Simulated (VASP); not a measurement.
Given:

```yaml
crystal:
  lattice:
    - [0.00000, 2.65797, 2.65797]
    - [2.65797, 0.00000, 2.65797]
    - [2.65797, 2.65797, 0.00000]
  atoms:
    - { symbol: Cd, position: [0.00000, 0.00000, 0.00000] }
    - { symbol: F, position: [0.25000, 0.25000, 0.25000] }
    - { symbol: F, position: [0.75000, 0.75000, 0.75000] }
```

The numbers are results of LDA (Ceperley-Alder, Perdew-Zunger), VASP's LDA PAW potentials (set 64) (plane waves; VASP), not measurements. Settings: 520 eV cut-off, Gaussian smearing of 0.050 eV, potentials Cd F.

Estimate the band gap (along the path) with the smallest direct gap where there is one.

```yaml
band gap (along the path): 2.94 eV
smallest direct gap (along the path): 3.36 eV
```

The structure comes from a computed database's CdF2 entry (Fm-3m); how it stands against other phases isn't given here. It was relaxed first.
